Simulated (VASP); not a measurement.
A convergence study with VASP on BP (zinc blende): one setting is varied, all else stays as given below, so the limit is that of these other settings. Each run relaxes cell and ions from the cell shown. The basis is that of the starting cell, so low cut-offs carry a Pulay error.

```
BP
1.0
    0.00000     2.27000     2.27000
    2.27000     0.00000     2.27000
    2.27000     2.27000     0.00000
B P
1 1
Direct
  0.00000   0.00000   0.00000
  0.25000   0.25000   0.25000
```

Level of theory: PBE GGA, VASP's PBE PAW potentials (set 64) (plane waves; VASP). The tightest run used: 800 eV cut-off, 8×8×8 Γ-centred mesh, Gaussian smearing of 0.050 eV, potentials B P.

Gaps are read on the run's mesh, which can miss a band edge.

Question: The settings run are ENCUT = 250; ENCUT = 300; ENCUT = 350; ENCUT = 400; ENCUT = 450; ENCUT = 500; ENCUT = 550; ENCUT = 600; ENCUT = 650; ENCUT = 700; ENCUT = 750; ENCUT = 800. From which on does the relaxed volume stay within 0.02 Å³/atom of the tightest run?

Answer: From ENCUT = 350 on: it is off by 0.018 there and by no more than 0.02 in any finer run, while ENCUT = 300 is off by 0.079.
```tsv
setting	relaxed volume (Å³/atom)	E (eV/atom)	gap on the mesh (eV)	plane waves	difference judged (Å³/atom)
ENCUT = 250	11.512	-6.4241	1.222	222	0.237
ENCUT = 300	11.670	-6.4555	1.264	290	0.079
ENCUT = 350	11.731	-6.4630	1.275	360	0.018
ENCUT = 400	11.748	-6.4643	1.276	444	0.001
ENCUT = 450	11.749	-6.4642	1.276	531	0.000
ENCUT = 500	11.747	-6.4643	1.276	609	0.002
ENCUT = 550	11.746	-6.4648	1.276	701	0.003
ENCUT = 600	11.747	-6.4653	1.276	799	0.002
ENCUT = 650	11.748	-6.4655	1.276	899	0.001
ENCUT = 700	11.748	-6.4657	1.276	995	0.001
ENCUT = 750	11.749	-6.4657	1.277	1106	0.000
ENCUT = 800	11.749	-6.4658	1.277	1243	0.000
```

Left out are rungs that failed or repeat a setting and relaxations that didn't move; long series are thinned to 24 rows.

The compound is BP in the zinc blende structure.
